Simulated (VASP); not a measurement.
Given:

```
Fe
1.0
   -1.41320     1.41320     1.41320
    1.41320    -1.41320     1.41320
    1.41320     1.41320    -1.41320
Fe
1
Direct
  0.00000   0.00000   0.00000
```

Method: PBE GGA, VASP's PBE PAW potentials (set 64) (plane waves; VASP). Run with 300 eV cut-off, 16×16×16 Γ-centred mesh, Fermi-Dirac smearing of 0.10 eV, potentials Fe.

The run has a spin-polarised start.

Task: Give the spin-up energies of bands 1 to 6 at the high-symmetry points, in eV from the Fermi level.

Result: 
| band | Γ | H | N | P |
|---|---|---|---|---|
| 1 | -8.49 | -4.90 | -4.97 | -3.26 |
| 2 | -2.32 | -4.90 | -3.42 | -3.26 |
| 3 | -2.32 | 0.12 | -1.03 | -3.26 |
| 4 | -2.32 | 0.12 | -0.91 | -0.88 |
| 5 | -1.10 | 0.12 | 0.39 | -0.88 |
| 6 | -1.10 | 9.96 | 0.49 | 8.66 |

Task: Give the spin-down energies of bands 1 to 6 at the high-symmetry points, in eV from the Fermi level.

Result: 
| band | Γ | H | N | P |
|---|---|---|---|---|
| 1 | -8.33 | -3.09 | -3.70 | -1.89 |
| 2 | -0.44 | -3.09 | -1.73 | -1.89 |
| 3 | -0.44 | 2.28 | 0.60 | -1.89 |
| 4 | -0.44 | 2.28 | 1.49 | 1.94 |
| 5 | 1.64 | 2.28 | 1.90 | 1.94 |
| 6 | 1.64 | 10.23 | 2.58 | 9.54 |

It has no gap at this level: it comes out as a metal or semimetal.

The structure comes from a computed database's Fe entry; how it stands against other phases isn't given here. The cell was not relaxed at this level.
